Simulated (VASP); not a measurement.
Calculation: MS2 meta-GGA, VASP's PBE PAW potentials (set 64) (plane waves; VASP).

A VASP calculation is set up with these files.

**INCAR**
```
SYSTEM=GaN
PREC=Accurate; ENCUT=520; LREAL=.False.
LASPH=.True.
EDIFF=1E-7; NELM=100; ALGO=Normal
LMAXMIX=4; LMIXTAU=.True.
ISMEAR=-5
METAGGA=MS2
ISIF=2
LWAVE=.False.; LCHARG=.False.; LORBIT=11
NEDOS=601
LEFG=.True.
```

**KPOINTS**
```
Automatic mesh
0
Gamma
9 9 5
0 0 0
```

**KPOINTS_OPT**
```
k-points along high-symmetry lines
6
Line-mode
Reciprocal
  0.000000   0.000000   0.000000 ! GAMMA
  0.000000   0.500000   0.000000 ! M

  0.000000   0.500000   0.000000 ! M
 -0.333333   0.666667   0.000000 ! K

 -0.333333   0.666667   0.000000 ! K
  0.000000   0.000000   0.000000 ! GAMMA

  0.000000   0.000000   0.000000 ! GAMMA
  0.000000   0.000000   0.500000 ! A

  0.000000   0.000000   0.500000 ! A
  0.000000   0.500000   0.500000 ! L

  0.000000   0.500000   0.500000 ! L
 -0.333333   0.666667   0.500000 ! H

 -0.333333   0.666667   0.500000 ! H
  0.000000   0.000000   0.500000 ! A

  0.000000   0.500000   0.500000 ! L
  0.000000   0.500000   0.000000 ! M

 -0.333333   0.666667   0.500000 ! H
 -0.333333   0.666667   0.000000 ! K
```

File POSCAR:
```
GaN
1
    1.5825992290    -2.7411422355     0.0000000000
    1.5825992290     2.7411422355     0.0000000000
    0.0000000000     0.0000000000     5.1538156853
Ga N
2 2
Direct
  0.6666670000   0.3333330000   0.5002965235
  0.3333330000   0.6666670000   0.0002965235
  0.6666670000   0.3333330000   0.8767034765
  0.3333330000   0.6666670000   0.3767034765
```

POTCAR, in this order: Ga_d N (PBE.64 set). Program: vasp_std.

Output

OSZICAR:
```
       N       E                     dE             d eps       ncg     rms          rms(c)
DAV:   1     0.221395683770E+03    0.22140E+03   -0.16764E+04  1666   0.277E+03
DAV:   2    -0.311157093274E+02   -0.25251E+03   -0.24494E+03  1758   0.481E+02
DAV:   3    -0.620494863737E+02   -0.30934E+02   -0.30695E+02  1788   0.146E+02
DAV:   4    -0.633270046532E+02   -0.12775E+01   -0.12733E+01  2250   0.317E+01
DAV:   5    -0.633488561178E+02   -0.21851E-01   -0.21845E-01  1760   0.375E+00    0.105E+01
DAV:   6    -0.352110602936E+02    0.28138E+02   -0.36070E+01  2802   0.135E+02    0.409E+00
DAV:   7    -0.313778789292E+02    0.38332E+01   -0.12990E+01  1896   0.398E+01    0.351E+00
DAV:   8    -0.315932917028E+02   -0.21541E+00   -0.76185E-01  2066   0.841E+00    0.273E+00
DAV:   9    -0.313559022259E+02    0.23739E+00   -0.76760E-01  1932   0.708E+00    0.105E+00
DAV:  10    -0.313972393384E+02   -0.41337E-01   -0.57622E-02  1692   0.197E+00    0.125E+00
DAV:  11    -0.315412778549E+02   -0.14404E+00   -0.17644E-01  1602   0.448E+00    0.163E+00
DAV:  12    -0.314656212689E+02    0.75657E-01   -0.15213E-01  1584   0.440E+00    0.186E+00
DAV:  13    -0.315601529386E+02   -0.94532E-01   -0.64999E-02  2252   0.518E+00    0.563E+00
DAV:  14    -0.316033993564E+02   -0.43246E-01   -0.42139E-02  2830   0.263E+00    0.743E+00
DAV:  15    -0.315532670658E+02    0.50132E-01   -0.15393E-01  2806   0.535E+00    0.275E+00
DAV:  16    -0.315432447934E+02    0.10022E-01   -0.65511E-02  2552   0.281E+00    0.388E-01
DAV:  17    -0.315454116338E+02   -0.21668E-02   -0.63279E-03  1598   0.712E-01    0.650E-02
DAV:  18    -0.315454989376E+02   -0.87304E-04   -0.35428E-04  1728   0.243E-01    0.956E-02
DAV:  19    -0.315454979868E+02    0.95082E-06   -0.11579E-03  1836   0.291E-01    0.109E-01
DAV:  20    -0.315450657730E+02    0.43221E-03   -0.21095E-04  2130   0.134E-01    0.252E-02
DAV:  21    -0.315452272565E+02   -0.16148E-03   -0.26222E-05  2280   0.437E-02    0.664E-03
DAV:  22    -0.315451209672E+02    0.10629E-03   -0.55034E-06  1844   0.246E-02    0.242E-03
DAV:  23    -0.315451705317E+02   -0.49564E-04   -0.55206E-07  1964   0.716E-03    0.263E-03
DAV:  24    -0.315451676597E+02    0.28720E-05   -0.19921E-07  1554   0.476E-03    0.132E-03
DAV:  25    -0.315451724531E+02   -0.47934E-05   -0.30361E-08   870   0.207E-03    0.735E-05
DAV:  26    -0.315451710266E+02    0.14265E-05   -0.13101E-08   846   0.112E-03    0.459E-05
DAV:  27    -0.315451719448E+02   -0.91822E-06   -0.27309E-09   822   0.608E-04    0.969E-05
DAV:  28    -0.315451713657E+02    0.57910E-06   -0.99641E-10   810   0.509E-04    0.632E-05
DAV:  29    -0.315451718057E+02   -0.44002E-06   -0.38584E-10   810   0.200E-04    0.551E-05
DAV:  30    -0.315451716936E+02    0.11208E-06   -0.13717E-10   810   0.116E-04    0.551E-05
DAV:  31    -0.315451717463E+02   -0.52701E-07   -0.77317E-11   810   0.774E-05
   1 F= -.31545172E+02 E0= -.31545172E+02  d E =0.000000E+00
       N       E                     dE             ncg
       N       E                     dE             ncg
```

File OUTCAR:
```
------------------------ aborting loop because EDIFF is reached ----------------------------------------
  FORCE on cell =-STRESS in cart. coord.  units (eV):
  Direction    XX          YY          ZZ          XY          YZ          ZX
  --------------------------------------------------------------------------------------
  Total       -0.0233948     -0.0233948      0.0534376      0.0000000      0.0000000      0.0000000
  in kB       -0.8382417     -0.8382416      1.9146802      0.0000000      0.0000000      0.0000000
  external PRESSURE =       0.0793990 kB  Pullay stress =       0.0000000 kB
  volume of cell :       44.72
      direct lattice vectors                 reciprocal lattice vectors
     1.582599229 -2.741142235  0.000000000     0.315935956 -0.182405712  0.000000000
     1.582599229  2.741142235  0.000000000     0.315935956  0.182405712  0.000000000
     0.000000000  0.000000000  5.153815685     0.000000000  0.000000000  0.194030998
  FREE ENERGIE OF THE ION-ELECTRON SYSTEM (eV)
  ---------------------------------------------------
  free  energy   TOTEN  =       -31.5451717463 eV

  energy  without entropy=      -31.5451717463  energy(sigma->0) =      -31.54517175

 total charge

# of ion       s       p       d       tot
------------------------------------------
    1        0.780   0.926  10.209  11.915
    2        0.780   0.926  10.209  11.915
    3        1.240   2.557   0.000   3.797
    4        1.240   2.557   0.000   3.797
--------------------------------------------------
tot          4.040   6.966  20.419  31.424

 Electric field gradients after diagonalization (V/A^2)
 (convention: |V_zz| > |V_xx| > |V_yy|)
----------------------------------------------------------------------
 ion       V_xx      V_yy      V_zz     asymmetry (V_yy - V_xx)/ V_zz
----------------------------------------------------------------------
   1      -1.741    -1.734     3.475       0.002
   2      -1.742    -1.734     3.475       0.002
   3      -0.562    -0.560     1.122       0.002
   4      -0.562    -0.560     1.122       0.001
```
(Selected blocks of OUTCAR.)

**OUTCAR**
```
 val. band max:        5.2940027032   @ k =   0.0000   0.0000   0.0000

 cond. band min:       7.3540422886   @ k =   0.0000   0.0000   0.0000


 Fermi energy:         5.3016605574

 k-point     1 :       0.0000    0.0000    0.0000
  band No.  band energies     occupation
      1     -11.6951      2.00000
      2     -10.5461      2.00000
      3      -8.0817      2.00000
      4      -8.0662      2.00000
      5      -8.0662      2.00000
      6      -7.9924      2.00000
      7      -7.9924      2.00000
      8      -7.7625      2.00000
      9      -7.7625      2.00000
     10      -7.6588      2.00000
     11      -7.6588      2.00000
     12      -6.7124      2.00000
     13      -1.9906      2.00000
     14       4.2007      2.00000
     15       4.2008      2.00000
     16       5.2506      2.00000
     17       5.2940      2.00000
     18       5.2940      2.00000
     19       7.3540      0.00000
     20       9.9207      0.00000
     21      14.9413      0.00000
     22      15.6991      0.00000

 k-point     2 :       0.1111    0.0000    0.0000
  band No.  band energies     occupation
      1     -11.5700      2.00000
      2     -10.5039      2.00000
      3      -8.0685      2.00000
      4      -8.0472      2.00000
      5      -8.0319      2.00000
      6      -7.9765      2.00000
      7      -7.9660      2.00000
      8      -7.7738      2.00000
      9      -7.7633      2.00000
     10      -7.6816      2.00000
     11      -7.6558      2.00000
     12      -6.6395      2.00000
     13      -1.8097      2.00000
     14       3.3174      2.00000
     15       3.9414      2.00000
     16       4.2816      2.00000
     17       5.1213      2.00000
     18       5.1768      2.00000
     19       8.2817      0.00000
     20      10.6670      0.00000
     21      14.4977      0.00000
     22      14.9523      0.00000

 k-point     3 :       0.2222    0.0000    0.0000
  band No.  band energies     occupation
      1     -11.2434      2.00000
...
```

The compound is GaN in the wurtzite structure. It was relaxed first.
